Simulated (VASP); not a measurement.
Data:

```xyz
2
Lattice="0.0000 2.2688 2.2688 2.2688 0.0000 2.2688 2.2688 2.2688 0.0000" Properties=species:S:1:pos:R:3 pbc="T T T"
Ga     0.0000     0.0000     0.0000
N      1.1344     1.1344     1.1344
```

Level of theory: AM05 GGA, VASP's PBE PAW potentials (set 64) (plane waves; VASP). Run with 520 eV cut-off, 10×10×10 Γ-centred mesh, Gaussian smearing of 0.050 eV, potentials Ga_d N.

Question: Give the stress tensor in GPa (positive for a compressed cell).

Answer: 
```
-5.03   0.00   0.00
 0.00  -5.03   0.00
 0.00   0.00  -5.03
```
The pressure is its mean diagonal, -5.03 GPa.

The compound is GaN in the zinc blende structure, a metastable form; wurtzite is the usual one. This cell is one point of a volume scan, at 1.03 of the reference volume.
